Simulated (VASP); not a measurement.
# A VASP study of TiC (Khamrabaevite) (PBEsol): structure first, properties next

How well does PBEsol reproduce what experiment finds for TiC (Khamrabaevite)? The cell is relaxed first, and properties follow on it. The steps: full relaxation (PBEsol), second relaxation, single point with fields (PBEsol), band structure (PBEsol), density of states (PBEsol), volume scan with PBEsol, fit for PBEsol, independent-particle dielectric function (PBEsol) and field gradients at the nuclei (PBEsol). Left out of this account: 1 further run (relaxation: it shows nothing beyond the runs told). The start is a cell from a database of measured crystal structures.

Method: PBEsol; plane waves and PAW (Ti_sv, C), in VASP 6.6.1.

Experimental background.

For TiC, fcc rocksalt (polycrystalline pellet, spark plasma sintered), “Reflectance spectral studies of spark plasma sintered tungsten carbide pellet” (2024, arxiv:2411.15754) gives, by X-ray diffraction: lattice constant a (cubic a, SPS sample (HP sample identical)) 4.325 Å.

### Step 1. Set-up

Before any relaxation, the start is as follows. It takes space group Fm-3m (No. 225, cubic). Conventional cell: a = 4.328 Å, b = 4.328 Å, c = 4.328 Å, α = 90.00°, β = 90.00°, γ = 90.00°. Nearest to Ti lie 6 C at 2.16 Å. Nearest to C lie 6 Ti at 2.16 Å. Farther neighbours are not listed.

Coordinates:

```xyz
2
Lattice="0.0000 2.1640 2.1640 2.1640 0.0000 2.1640 2.1640 2.1640 0.0000" Properties=species:S:1:pos:R:3 pbc="T T T"
Ti    0.0000    0.0000    0.0000
C     2.1640    2.1640    2.1640
```

### Step 2. Full relaxation (PBEsol)

The start need not lie at this functional's minimum. ISIF = 3 frees volume, shape and positions, and EDIFFG sets the threshold on forces and stress at which the search stops. PBEsol restores the gradient expansion of exchange and is tuned for the cells of solids.

INCAR reads:

```
SYSTEM = TiC
PREC = Accurate
ENCUT = 520
EDIFF = 1E-06
NELM = 100
ISMEAR = 0
SIGMA = 0.05
LREAL = .FALSE.
ALGO = Normal
GGA = PS
NBANDS = 14
LASPH = .TRUE.
LORBIT = 11
LWAVE = .FALSE.
LCHARG = .FALSE.
KPAR = 2
IBRION = 2
NSW = 60
ISIF = 3
EDIFFG = -0.01
```

POSCAR reads:

```
TiC
1.0
    0.0000000000      2.1640000000      2.1640000000
    2.1640000000      0.0000000000      2.1640000000
    2.1640000000      2.1640000000      0.0000000000
Ti C
1 1
Direct
    0.0000000000      0.0000000000      0.0000000000
    0.5000000000      0.5000000000      0.5000000000
```

KPOINTS reads:

```
Automatic mesh
0
Gamma
8 8 8
0 0 0
```

The projector-augmented-wave data sets are Ti_sv and C (PBE family, release 64).

The run is started by

```bash
$ mpirun -np 2 vasp_std
```

The program printed:

```text
[banner, memory and clock lines left out]
running    2 mpi-ranks, on    1 nodes
 distrk:  each k-point on    1 cores,    2 groups
 distr:  one band on    1 cores,    1 groups

 POSCAR found type information on POSCAR TiC
 POSCAR found :  2 types and       2 ions
|                                                                             |
|               ----> ADVICE to this user running VASP <----                  |
|                                                                             |
|     You enforced a specific xc type in the INCAR file but a different       |
|     [... a line on the potential file left out ...]
|     I HOPE YOU KNOW WHAT YOU ARE DOING!                                     |
|                                                                             |

 LDA part: xc-table for (Slater+PW92), standard interpolation
 POSCAR, INCAR and KPOINTS ok, starting setup
 FFT: planning ... GRIDC
 FFT: planning ... GRID_SOFT
 FFT: planning ... GRID
 WAVECAR not read
 entering main loop
       N       E                     dE             d eps       ncg     rms          rms(c)
DAV:   1     0.125522724802E+03    0.12552E+03   -0.81122E+03   812   0.137E+03
DAV:   2    -0.163804392520E+02   -0.14190E+03   -0.13332E+03   878   0.360E+02
DAV:   3    -0.248705096289E+02   -0.84901E+01   -0.82347E+01  1096   0.845E+01
DAV:   4    -0.252063134075E+02   -0.33580E+00   -0.33565E+00  1016   0.152E+01
DAV:   5    -0.252144400014E+02   -0.81266E-02   -0.81265E-02  1082   0.188E+00    0.184E+01
DAV:   6    -0.204263088875E+02    0.47881E+01   -0.12854E+01  1150   0.600E+01    0.683E+00
DAV:   7    -0.198439202920E+02    0.58239E+00   -0.21545E+00   998   0.219E+01    0.511E+00
DAV:   8    -0.198086898459E+02    0.35230E-01   -0.11070E-01   914   0.394E+00    0.336E+00
DAV:   9    -0.197955153122E+02    0.13175E-01   -0.12377E-01   998   0.460E+00    0.784E-01
DAV:  10    -0.197941264839E+02    0.13888E-02   -0.11744E-02  1036   0.142E+00    0.751E-01
DAV:  11    -0.197911705055E+02    0.29560E-02   -0.67446E-03   866   0.121E+00    0.183E-01
DAV:  12    -0.197911354723E+02    0.35033E-04   -0.43477E-04   980   0.213E-01    0.604E-02
DAV:  13    -0.197911221098E+02    0.13362E-04   -0.44829E-05   932   0.520E-02    0.105E-02
DAV:  14    -0.197911208361E+02    0.12738E-05   -0.29179E-06   938   0.262E-02    0.445E-03
DAV:  15    -0.197911205311E+02    0.30493E-06   -0.39045E-07   496   0.116E-02
   1 F= -.19791121E+02 E0= -.19790669E+02  d E =-.197911E+02
 curvature:   0.00 expect dE= 0.000E+00 dE for cont linesearch  0.000E+00
 trial: gam= 0.00000 g(F)=  0.249E-63 g(S)=  0.395E-01 ort = 0.000E+00 (trialstep = 0.100E+01)
 search vector abs. value=  0.395E-01
 bond charge predicted
       N       E                     dE             d eps       ncg     rms          rms(c)
DAV:   1    -0.202706259868E+02   -0.47951E+00   -0.10106E+01   980   0.467E+01    0.688E+00
DAV:   2    -0.198493734494E+02    0.42125E+00   -0.12323E+00   990   0.200E+01    0.195E+00
DAV:   3    -0.197748082050E+02    0.74565E-01   -0.16211E-01  1076   0.482E+00    0.884E-01
DAV:   4    -0.197733995405E+02    0.14087E-02   -0.11086E-01  1082   0.333E+00    0.498E-01
DAV:   5    -0.197800823434E+02   -0.66828E-02   -0.90017E-03   884   0.110E+00    0.124E-01
DAV:   6    -0.197830975279E+02   -0.30152E-02   -0.48118E-03  1236   0.315E-01    0.102E-01
DAV:   7    -0.197841259146E+02   -0.10284E-02   -0.17097E-03   932   0.423E-01    0.192E-01
DAV:   8    -0.197839159902E+02    0.20992E-03   -0.81054E-04   914   0.372E-01    0.154E-02
DAV:   9    -0.197839286683E+02   -0.12678E-04   -0.51690E-05  1118   0.492E-02    0.106E-02
DAV:  10    -0.197839322738E+02   -0.36055E-05   -0.18692E-05  1180   0.199E-02    0.621E-03
DAV:  11    -0.197839314545E+02    0.81930E-06   -0.19146E-06   764   0.139E-02
   2 F= -.19783931E+02 E0= -.19783563E+02  d E =0.718908E-02
 trial-energy change:    0.007189  1 .order    0.007996   -0.039549    0.055542
 step:   0.4284(harm=  0.4159)  dis= 0.00000  next Energy=   -19.799655 (dE=-0.853E-02)
 bond charge predicted
       N       E                     dE             d eps       ncg     rms          rms(c)
DAV:   1    -0.199691127550E+02   -0.18518E+00   -0.33895E+00   944   0.280E+01    0.425E+00
DAV:   2    -0.198350023902E+02    0.13411E+00   -0.57537E-01   970   0.130E+01    0.136E+00
DAV:   3    -0.197948429743E+02    0.40159E-01   -0.81301E-02  1110   0.388E+00    0.493E-01
DAV:   4    -0.197955527396E+02   -0.70977E-03   -0.35891E-02  1100   0.181E+00    0.277E-01
DAV:   5    -0.197981577448E+02   -0.26050E-02   -0.26528E-03   970   0.459E-01    0.127E-01
DAV:   6    -0.197995795664E+02   -0.14218E-02   -0.26338E-03  1242   0.243E-01    0.822E-02
DAV:   7    -0.197997942061E+02   -0.21464E-03   -0.34399E-04   928   0.172E-01    0.576E-02
DAV:   8    -0.197997751470E+02    0.19059E-04   -0.97424E-05   968   0.100E-01    0.932E-03
DAV:   9    -0.197997761212E+02   -0.97426E-06   -0.72440E-06  1086   0.188E-02
   3 F= -.19799776E+02 E0= -.19799341E+02  d E =-.865559E-02
 curvature:  -0.21 expect dE=-0.330E-06 dE for cont linesearch -0.330E-06
 trial: gam=-0.00629 g(F)=  0.229E-60 g(S)=  0.159E-05 ort = 0.251E-03 (trialstep = 0.886E+00)
 search vector abs. value=  0.164E-09
 reached required accuracy - stopping structural energy minimisation
```

Wall time 14 s (2 MPI ranks of AMD EPYC 7R43, shared host); peak memory 0.23 GiB.

Lines that name or quote the potential files are left out of all logs, and their timing lines are given in words.

OUTCAR, selected parts (step 2):

```text
ion  position               nearest neighbor table
   1  0.000  0.000  0.000-   2 2.16   2 2.16   2 2.16   2 2.16   2 2.16   2 2.16
   2  0.500  0.500  0.500-   1 2.16   1 2.16   1 2.16   1 2.16   1 2.16   1 2.16

  LATTYP: Found a face centered cubic cell.
 ALAT       =     4.3280000000

 Subroutine GETGRP returns: Found 48 space group operations
 (whereof 48 operations were pure point group operations)

The static configuration has the point symmetry O_h .

 Found     29 irreducible k-points:

   k-points           NKPTS =     29   k-points in BZ     NKDIM =     29   number of bands    NBANDS=     14

   dimension x,y,z NGX =    24 NGY =   24 NGZ =   24
   dimension x,y,z NGXF=    48 NGYF=   48 NGZF=   48

   ENCUT  =  520.0 eV  38.22 Ry    6.18 a.u.   5.69  5.69  5.69*2*pi/ulx,y,z

   NELECT =      16.0000    total number of electrons

 k-points in reciprocal lattice and weights: Automatic mesh
   0.00000000  0.00000000  0.00000000       0.002
   0.12500000  0.00000000  0.00000000       0.016
   0.25000000  0.00000000  0.00000000       0.016
   0.37500000  0.00000000  0.00000000       0.016
   0.50000000  0.00000000  0.00000000       0.008
   0.12500000  0.12500000  0.00000000       0.012
   0.25000000  0.12500000  0.00000000       0.047
   0.37500000  0.12500000  0.00000000       0.047
   0.50000000  0.12500000  0.00000000       0.047
[...]
-0.37500000  0.50000000  0.12500000       0.023
  -0.25000000  0.50000000  0.25000000       0.012

 average (electrostatic) potential at core
       1 -70.5824       2 -44.2960

 E-fermi :   9.5734

 k-point     1 :       0.0000    0.0000    0.0000
  band No.  band energies     occupation
      1     -46.6543      2.00000
      2     -22.7664      2.00000
      3     -22.7664      2.00000
      4     -22.7664      2.00000
      5      -2.8825      2.00000
      6      10.2743      0.00000
      7      10.2743      0.00000
      8      10.2743      0.00000
      9      11.3423      0.00000
     10      11.3423      0.00000
    ...

 k-point     2 :       0.1250    0.0000    0.0000
  band No.  band energies     occupation
    ...
      4     -22.7743      2.00000
      5      -2.5199      2.00000
      6       8.9404      2.00000
      7       9.3095      2.00000
      8       9.3095      2.00000
      9      10.7192      0.00000
     10      10.7192      0.00000
     11      11.9195      0.00000
     12      13.4996      0.00000
     13      13.4996      0.00000
    ...

 k-point     3 :       0.2500    0.0000    0.0000
  band No.  band energies     occupation
    ...
      4     -22.7931      2.00000
      5      -1.5226      2.00000
      6       6.8080      2.00000
      7       7.8613      2.00000
      8       7.8613      2.00000
      9      11.4045      0.00000
     10      11.4045      0.00000
     11      12.5206      0.00000
     12      15.6497      0.00000
     13      15.6497      0.00000
    ...

  Total       -0.0046826     -0.0046826     -0.0046826     -0.0000000      0.0000000      0.0000000
  in kB       -0.3787837     -0.3787837     -0.3787837     -0.0000000      0.0000000      0.0000000
  external PRESSURE =      -0.3787837 kB  Pullay stress =       0.0000000 kB

  energy-cutoff  :      520.00
  volume of cell :       19.81
      direct lattice vectors                 reciprocal lattice vectors
    -0.000000000  2.147469036  2.147469036    -0.232832228  0.232832228  0.232832228
     2.147469036  0.000000000  2.147469036     0.232832228 -0.232832228  0.232832228
     2.147469036  2.147469036  0.000000000     0.232832228  0.232832228 -0.232832228

 POSITION                                       TOTAL-FORCE (eV/Angst)
 -----------------------------------------------------------------------------------
      0.00000      0.00000      0.00000         0.000000     -0.000000     -0.000000
      2.14747      2.14747      2.14747        -0.000000      0.000000      0.000000
 -----------------------------------------------------------------------------------
    total drift:                                0.000000     -0.000000     -0.000000

  FREE ENERGIE OF THE ION-ELECTRON SYSTEM (eV)
  ---------------------------------------------------
  free  energy   TOTEN  =       -19.7997761212 eV

  energy  without entropy=      -19.7989051844  energy(sigma->0) =      -19.79934065

 reached required accuracy - stopping structural energy minimisation

 total charge
# of ion       s       p       d       tot
------------------------------------------
    1        2.206   6.263   1.994  10.464
    2        0.892   1.506   0.000   2.398
--------------------------------------------------
tot          3.098   7.769   1.994  12.862

[... 3 further parts left out ...]
```

CONTCAR:

```
TiC
   1.00000000000000
    -0.0000000000000000    2.1474690363933857    2.1474690363933857
     2.1474690363933857    0.0000000000000000    2.1474690363933857
     2.1474690363933857    2.1474690363933857    0.0000000000000000
  Ti              C
     1     1
Direct
     0.0000000000000000    0.0000000000000000    0.0000000000000000
     0.5000000000000000    0.5000000000000000    0.5000000000000000
```

The k-mesh is coarse for a metal. The PAW data sets were made with PBE, which is usual practice but a small mismatch for other functionals. The run keeps the 48 symmetry operations of its start, so it cannot find a distortion of lower symmetry.

Relaxation path:

```
step  energy less that of the first step (eV)  largest force (eV/Å)  pressure (GPa)  volume (Å³)
   1                                   0.0000                0.0000           -5.84        20.27
   2                                   0.0072                0.0000            8.66        19.20
   3                                  -0.0087                0.0000           -0.04        19.81
```

```
conventional cell, symmetrised  before  after  change
                         a (Å)   4.328  4.295  -0.8 %
                         b (Å)   4.328  4.295  -0.8 %
                         c (Å)   4.328  4.295  -0.8 %
              volume (Å³/atom)   10.13   9.90  -2.3 %
```

Final coordinates:

```cif
data_structure
_symmetry_space_group_name_H-M 'P 1'
_symmetry_Int_Tables_number 1
_cell_length_a 3.0370
_cell_length_b 3.0370
_cell_length_c 3.0370
_cell_angle_alpha 60.000
_cell_angle_beta 60.000
_cell_angle_gamma 60.000
_cell_volume 19.81
loop_
_atom_site_label
_atom_site_type_symbol
_atom_site_fract_x
_atom_site_fract_y
_atom_site_fract_z
_atom_site_occupancy
Ti1 Ti 0.00000 0.00000 0.00000 1
C2 C 0.50000 0.50000 0.50000 1
```

Numbers from this step:

```yaml
electrons: 16
bands: 14
irreducible_k_points: 29
symmetry_operations: 48
free_energy_toten: -19.80 eV
energy_at_zero_smearing: -19.80 eV
fermi_energy: 9.573 eV
pressure: -0.03788 GPa
metallic: yes
scf_cycles_over_all_ionic_steps: 35
```

It ends with forces that vanish by symmetry and a pressure of -0.04 GPa. The volume lies -2.3 % from that of the database's start, which holds the thermal and zero-point expansion of its experiment.

### Step 3. Second relaxation

The basis stayed that of the start cell while the cell moved. A rerun from the cell reached resets it; the error of the finite cutoff stays.

INCAR is that of step 2.

POSCAR reads:

```
TiC
1.0
    0.0000000000      2.1474690364      2.1474690364
    2.1474690364      0.0000000000      2.1474690364
    2.1474690364      2.1474690364      0.0000000000
Ti C
1 1
Direct
    0.0000000000      0.0000000000      0.0000000000
    0.5000000000      0.5000000000      0.5000000000
```

KPOINTS is that of step 2.

The run is started by

```bash
$ mpirun -np 2 vasp_std
```

The program printed:

```text
[banner, memory and clock lines left out]
running    2 mpi-ranks, on    1 nodes
 distrk:  each k-point on    1 cores,    2 groups
 distr:  one band on    1 cores,    1 groups

 POSCAR found type information on POSCAR TiC
 POSCAR found :  2 types and       2 ions
 [... a notice as in an earlier step ...]

 LDA part: xc-table for (Slater+PW92), standard interpolation
 POSCAR, INCAR and KPOINTS ok, starting setup
 FFT: planning ... GRIDC
 FFT: planning ... GRID_SOFT
 FFT: planning ... GRID
 WAVECAR not read
 entering main loop
       N       E                     dE             d eps       ncg     rms          rms(c)
DAV:   1     0.114270666864E+03    0.11427E+03   -0.81271E+03   820   0.138E+03
DAV:   2    -0.172122359987E+02   -0.13148E+03   -0.12336E+03   872   0.345E+02
DAV:   3    -0.248935017307E+02   -0.76813E+01   -0.75476E+01  1096   0.814E+01
DAV:   4    -0.251509286670E+02   -0.25743E+00   -0.25718E+00   994   0.142E+01
DAV:   5    -0.251615363330E+02   -0.10608E-01   -0.10607E-01  1116   0.249E+00    0.189E+01
DAV:   6    -0.203747132666E+02    0.47868E+01   -0.12568E+01  1150   0.602E+01    0.670E+00
DAV:   7    -0.198434385677E+02    0.53127E+00   -0.20250E+00   998   0.213E+01    0.530E+00
DAV:   8    -0.198076197017E+02    0.35819E-01   -0.11437E-01   934   0.428E+00    0.312E+00
DAV:   9    -0.198031305757E+02    0.44891E-02   -0.10117E-01  1010   0.382E+00    0.802E-01
DAV:  10    -0.198018792823E+02    0.12513E-02   -0.97361E-03  1074   0.130E+00    0.725E-01
DAV:  11    -0.197995292857E+02    0.23500E-02   -0.58404E-03   872   0.119E+00    0.137E-01
DAV:  12    -0.197995175575E+02    0.11728E-04   -0.37180E-04   938   0.227E-01    0.397E-02
DAV:  13    -0.197995118146E+02    0.57429E-05   -0.14838E-05  1028   0.334E-02    0.526E-03
DAV:  14    -0.197995114666E+02    0.34795E-06   -0.69701E-07   684   0.127E-02
   1 F= -.19799511E+02 E0= -.19799076E+02  d E =-.197995E+02
 curvature:   0.00 expect dE= 0.000E+00 dE for cont linesearch  0.000E+00
 trial: gam= 0.00000 g(F)=  0.381E-63 g(S)=  0.458E-05 ort = 0.000E+00 (trialstep = 0.100E+01)
 search vector abs. value=  0.458E-05
 reached required accuracy - stopping structural energy minimisation
```

Elapsed: 5.6 s, on 2 MPI ranks; peak memory 0.21 GiB; 10 s of CPU time.

From OUTCAR (step 3):

```text
  LATTYP: Found a face centered cubic cell.
 ALAT       =     4.2949380728

The static configuration has the point symmetry O_h .

 Found     29 irreducible k-points:

   ENCUT  =  520.0 eV  38.22 Ry    6.18 a.u.   5.65  5.65  5.65*2*pi/ulx,y,z

   NELECT =      16.0000    total number of electrons

 E-fermi :   9.5732

 k-point     1 :       0.0000    0.0000    0.0000
  band No.  band energies     occupation
      1     -46.6540      2.00000
      2     -22.7666      2.00000
      3     -22.7666      2.00000
      4     -22.7666      2.00000
      5      -2.8817      2.00000
      6      10.2743      0.00000
      7      10.2743      0.00000
      8      10.2743      0.00000
      9      11.3420      0.00000
     10      11.3420      0.00000
    ...

 k-point     2 :       0.1250    0.0000    0.0000
  band No.  band energies     occupation
    ...
      4     -22.7744      2.00000
      5      -2.5192      2.00000
      6       8.9403      2.00000
      7       9.3093      2.00000
      8       9.3093      2.00000
      9      10.7191      0.00000
     10      10.7191      0.00000
     11      11.9194      0.00000
     12      13.4994      0.00000
     13      13.4994      0.00000
    ...

  Total       -0.0079582     -0.0079582     -0.0079582     -0.0000000      0.0000000      0.0000000
  in kB       -0.6437479     -0.6437479     -0.6437479     -0.0000000      0.0000000      0.0000000
  external PRESSURE =      -0.6437479 kB  Pullay stress =       0.0000000 kB

  energy-cutoff  :      520.00
  volume of cell :       19.81
      direct lattice vectors                 reciprocal lattice vectors
     0.000000000  2.147469036  2.147469036    -0.232832228  0.232832228  0.232832228
     2.147469036  0.000000000  2.147469036     0.232832228 -0.232832228  0.232832228
     2.147469036  2.147469036  0.000000000     0.232832228  0.232832228 -0.232832228

 POSITION                                       TOTAL-FORCE (eV/Angst)
 -----------------------------------------------------------------------------------
      0.00000      0.00000      0.00000         0.000000      0.000000      0.000000
      2.14747      2.14747      2.14747        -0.000000      0.000000     -0.000000
 -----------------------------------------------------------------------------------
    total drift:                                0.000000     -0.000000     -0.000000

  FREE ENERGIE OF THE ION-ELECTRON SYSTEM (eV)
  ---------------------------------------------------
  free  energy   TOTEN  =       -19.7995114666 eV

  energy  without entropy=      -19.7986402870  energy(sigma->0) =      -19.79907588

 total charge
# of ion       s       p       d       tot
------------------------------------------
    1        2.206   6.263   1.994  10.464
    2        0.893   1.506   0.000   2.399
--------------------------------------------------
tot          3.099   7.769   1.994  12.862

[... 5 parts as in an earlier step ...]

[... 6 further parts left out ...]
```

CONTCAR:

```
TiC
   1.00000000000000
     0.0000000000000000    2.1474690364000000    2.1474690364000000
     2.1474690364000000    0.0000000000000000    2.1474690364000000
     2.1474690364000000    2.1474690364000000    0.0000000000000000
  Ti              C
     1     1
Direct
     0.0000000000000000    0.0000000000000000    0.0000000000000000
     0.5000000000000000    0.5000000000000000    0.5000000000000000
```

Little changed from the start: no atom moved by 0.005 Å and no cell edge by 0.1 %.

This step gave:

| Item | Value |
| --- | --- |
| pressure | -0.06437 GPa |
| SCF cycles over all ionic steps | 14 |

It ends with forces that vanish by symmetry and a pressure of -0.06 GPa. The volume moved by under 0.01 %: the run met its threshold at the first step.

(Continued in part 2 of 5.)

[Lines on the potential files, build, host, timing and source positions are cut from VASP's logs without a mark.]

[Logs are printed without paths, hosts, clocks, repeated set-up lines and the standing remarks that a program may print on its own settings, such as how far it seeks lower states.]

[Hosts, paths, dates, database ids (printed as entryN), source tags and the programs' standing remarks are cut or masked in the printed files.]

[A measured line is paired with the nearest computed mode of its activity, which favours agreement.]
